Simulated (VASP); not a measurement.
Bi2Te3 (Tellurobismuthite):

```
Bi Te
1.0
     2.26492    1.30765   10.99992
    -2.26492    1.30765   10.99992
     0.00000   -2.61531   10.99992
Bi Te
2 3
Direct
  0.39672 0.39672 0.39672
  0.60328 0.60328 0.60328
  0.00000 0.00000 0.00000
  0.21673 0.21673 0.21673
  0.78327 0.78327 0.78327
```

The cell isn't the ideal one: a relaxed cell with its volume scaled by 1.06.

```yaml
Program: VASP 6.6.1
Task: relaxation of shape and atoms at fixed volume
Functional: PBE
Potentials_or_basis: VASP PAW PBE potentials, release 64 (Bi, Te)
Cutoff: 300 eV
k_mesh: 5 × 5 × 4
Occupations: gaussian, width 0.03 eV
Spin: no spin polarisation
```

At the start: pressure -2.3 GPa; volume 39.09 Å³/atom.

Question: Where does the relaxation end?

Answer: Over 10 steps the energy falls by 14.7 meV/atom; space group R-3m (No. 166, to 0.05 Å).

Step by step:
```tsv
step	energy change (eV)	largest force (eV/Å)	pressure (GPa)
1	0.0000	0.3884	-2.25
2	-0.0134	0.2719	-2.03
3	-0.0219	0.1872	-1.68
4	-0.0290	0.1768	-1.58
5	-0.0471	0.1441	-1.28
6	-0.0687	0.0695	-0.62
7	-0.0471	0.1216	0.84
8	-0.0722	0.0286	-0.25
9	-0.0731	0.0246	-0.12
10	-0.0734	0.0094	-0.16
```

Final structure:
```yaml
crystal:
  lattice:
    - [2.22001, 1.28172, 11.44951]
    - [-2.22001, 1.28172, 11.44951]
    - [0.00000, -2.56345, 11.44951]
  atoms:
    - { symbol: Bi, position: [0.39327, 0.39327, 0.39327] }
    - { symbol: Bi, position: [0.60673, 0.60673, 0.60673] }
    - { symbol: Te, position: [0.00000, 0.00000, 0.00000] }
    - { symbol: Te, position: [0.22333, 0.22333, 0.22333] }
    - { symbol: Te, position: [0.77667, 0.77667, 0.77667] }
```
